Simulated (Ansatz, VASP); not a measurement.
# SnO (tetragonal SnO monolayer) in two plane-wave programs, part 2 of 2

Aim: how closely do two programs agree when they are given the same cell, functional and k mesh? Of the first pair: The structure shown is the start of the Ansatz relaxation below; VASP solves that cell, so the two are compared at the walk's first step.

VASP 6.6.1 and Ansatz 0.2.0.

So far. Step 4 (Differences): The forces differ by 40 meV/Å r.m.s., which is 1.4 % of the r.m.s. force of 2.916 eV/Å (both taken over all components). With vacuum in the cell, a pressure given here is an average over mostly empty space and none of the material.

## 5. Ansatz: relaxation, RPBE with D3(BJ)

Level of this step: Ansatz beside VASP: Kohn-Sham DFT, plane waves, RPBE with D3(BJ) (Ansatz).

This run makes the geometry at which the two programs are then compared.

The structure compared here is the end of the Ansatz relaxation.

Contents of input.yaml:

```yaml
crystal:
  lattice:
    - [3.85, 0.0, 0.0]
    - [0.0, 3.85, 0.0]
    - [0.0, 0.0, 19.4142135624]
  atoms:
    - { symbol: Sn, position: [0.5, 0.0, 0.4635778818] }
    - { symbol: O, position: [0.0, 0.0, 0.5] }
    - { symbol: O, position: [0.5, 0.5, 0.5] }
    - { symbol: Sn, position: [0.0, 0.5, 0.5364221182] }
  periodic: [true, true, false]
kpoints:
  mp_grid: { grid: [8, 8, 1] }
hamiltonian:
  xc: rpbe
  dispersion: d3bj
scf:
  occupations: { method: fermi_dirac, width: 0.05 }
  convergence: { dr2_threshold: 1.0e-09 }
relax:
  f_tol: 0.004
  max_steps: 90
  cell: {}
output:
  write_potential: true
  write_density: true
  volumetric_format: npy
```

Command:

```bash
ansatz run input.yaml --threads 2 --pin off --max-ram 3072MiB --backend cpu --events-out ev --progress --plain --runs-dir out
```

Numbers of over 12 decimals in the logs are rounded to 6 here.

The program printed:

```text
[...]
Crystal: 4 atoms, lattice volume = 394.700 Å³
Basis set: ecut = 420 eV, 7777 PW (Γ), exchange–correlation on 54×54×360 points (8 copies of the dense FFT grid, shifted against one another)
Bands: 24, of which v1, the nominal top of the filled ones, is band 20 counted from 1 (19 counted from 0)
Symmetry: 16 space group operations
[...]
--- Relaxed structure (7 steps of the walk, 7 accepted, 2 SCFs on fresh bases) ---
[...]
cell:  # Å, volume = 368.2790 Å³
    - [3.718911, 0, 0]
    - [0, 3.718911, 0]
    - [0, 0, 26.628427]
  atoms:
    - { symbol: Sn, position: [0.500000, 0, 0.320325] }
    - { symbol: O, position: [0, 0, 0.364539] }
    - { symbol: O, position: [0.500000, 0.500000, 0.364539] }
    - { symbol: Sn, position: [0, 0.500000, 0.408754] }
[key lines of the parts left out:]
SCF converged after 5 iterations
Free energy (F): -13206.990866 eV
Fermi energy:    -3.841739 eV
P = ½ c Tr σ = -0.0171 N/m
```

## 6. VASP: single point, RPBE with D3(BJ), relaxed cell, pair 2

The same cell, functional, mesh and smearing now go to VASP, with its own data sets.

Contents of INCAR:

```
SYSTEM = SnO
PREC = Accurate
ENCUT = 520
EDIFF = 1E-06
NELM = 120
ISMEAR = -1
SIGMA = 0.05
LREAL = .FALSE.
ALGO = Normal
GGA = RP
IVDW = 12
NBANDS = 26
LORBIT = 11
LWAVE = .FALSE.
LCHARG = .FALSE.
ISIF = 2
LDIPOL = .TRUE.
IDIPOL = 3
DIPOL = 0.5 0.5 0.365
LVHAR = .TRUE.
LASPH = .TRUE.
GGA_COMPAT = .FALSE.
EFERMI = MIDGAP
NELMDL = -8
```

Contents of POSCAR:

```
SnO
1.0
    3.7189106451      0.0000000000      0.0000000000
    0.0000000000      3.7189106451      0.0000000000
    0.0000000000      0.0000000000     26.6284271245
Sn O
2 2
Direct
    0.5000000000      0.0000000000      0.3203249471
    0.0000000000      0.5000000000      0.4087535476
    0.0000000000      0.0000000000      0.3645392474
    0.5000000000      0.5000000000      0.3645392474
```

Contents of KPOINTS:

```
Automatic mesh
0
Gamma
8 8 1
0 0 0
```

The projector-augmented-wave data sets are Sn_d and O (PBE family, release 64).

Command:

```bash
mpirun -np 1 vasp_std
```

The program printed:

```text
[banner, memory and clock lines left out]
running    1 mpi-ranks, on    1 nodes
[...]
[... a notice as in an earlier step ...]

 LDA part: xc-table for (Slater+PW92), standard interpolation
 POSCAR, INCAR and KPOINTS ok, starting setup
[...]
entering main loop
       N       E                     dE             d eps       ncg     rms          rms(c)
DAV:   1     0.358001543572E+03    0.35800E+03   -0.18436E+04   900   0.131E+03
DAV:   2     0.398283504701E+02   -0.31817E+03   -0.31121E+03   964   0.312E+02
DAV:   3    -0.223500024900E+02   -0.62178E+02   -0.61809E+02  1004   0.155E+02
DAV:   4    -0.250128478260E+02   -0.26628E+01   -0.26557E+01   982   0.362E+01
[...]
DAV:  23    -0.210535700373E+02   -0.90040E-05   -0.24177E-07   712   0.338E-03    0.841E-04
DAV:  24    -0.210535740565E+02   -0.40192E-05   -0.11350E-07   700   0.182E-03    0.296E-04
DAV:  25    -0.210535745232E+02   -0.46673E-06   -0.30443E-08   732   0.111E-03
   1 F= -.24212089E+02 E0= -.24212089E+02  d E =-.200269E-13
```

From OUTCAR (step 6):

```text
 Edisp (eV)   -3.15851

  Total       0.10652     0.10652     0.18132    -0.00000     0.00000     0.00000
  in kB       0.46343     0.46343     0.78881    -0.00000     0.00000     0.00000
  external pressure =        0.57 kB  Pullay stress =        0.00 kB

 POSITION                                       TOTAL-FORCE (eV/Angst)
 -----------------------------------------------------------------------------------
      1.85946      0.00000      8.52975         0.000000      0.000000     -0.106334
      0.00000      1.85946     10.88446        -0.000000      0.000000      0.106334
      0.00000      0.00000      9.70711         0.000000     -0.000000     -0.000000
      1.85946      1.85946      9.70711         0.000000      0.000000      0.000000
 -----------------------------------------------------------------------------------
    total drift:                                0.000000      0.000000     -0.000215

  FREE ENERGIE OF THE ION-ELECTRON SYSTEM (eV)
  ---------------------------------------------------
  free  energy   TOTEN  =       -24.2120892523 eV

  energy  without entropy=      -24.2120892523  energy(sigma->0) =      -24.21208925

[... 1 part as in an earlier step ...]

[... 2 further parts left out ...]
[key lines of the parts left out:]
E-fermi :  -1.6548
```

## 7. Differences

Compared:

```tsv
quantity	Ansatz	VASP	difference
gap on the k mesh (eV)	3.197	3.182	+0.015
```

Forces (eV/Å; atoms numbered as in POSCAR):

```tsv
atom	Ansatz x, y, z	VASP x, y, z
Sn1	0.000, 0.000, 0.001	0.000, 0.000, -0.106
Sn2	0.000, 0.000, -0.001	0.000, 0.000, 0.106
O3	0.000, 0.000, 0.000	0.000, 0.000, 0.000
O4	0.000, 0.000, 0.000	0.000, 0.000, 0.000
```

The forces differ by 44 meV/Å r.m.s., where the r.m.s. force is 0.000 eV/Å in Ansatz and 0.043 eV/Å in VASP: the atoms lie near their places of rest in Ansatz, so a percentage would say little (all taken over all components). A gap on the mesh is an upper bound, since the band edges may lie between its points. With vacuum in the cell, a pressure given here is an average over mostly empty space and none of the material.

## 8. Summary of results

```
r.m.s. force difference (single point, RPBE with D3(BJ), start cell, pair 1)   : 1.4 % of the r.m.s. force
r.m.s. force difference (single point, RPBE with D3(BJ), relaxed cell, pair 2) : 44 meV/Å
```

**Reading.** The r.m.s. force difference is 44 meV/Å (single point, RPBE with D3(BJ), relaxed cell, pair 2), beyond the 12 meV/Å picked in this series as the mark of a large difference. What causes the difference of the single point, RPBE with D3(BJ), relaxed cell, pair 2 pair stays open here. How closely two codes agree says nothing of how well the functional describes the real material.

[Lines on the potential files, build, host, timing and source positions are cut from VASP's logs without a mark.]

[Logs are printed without paths, hosts, clocks, repeated set-up lines and the standing remarks that a program may print on its own settings, such as how far it seeks lower states.]

[Hosts, paths, dates, database ids (printed as entryN), source tags and the programs' standing remarks are cut or masked in the printed files.]
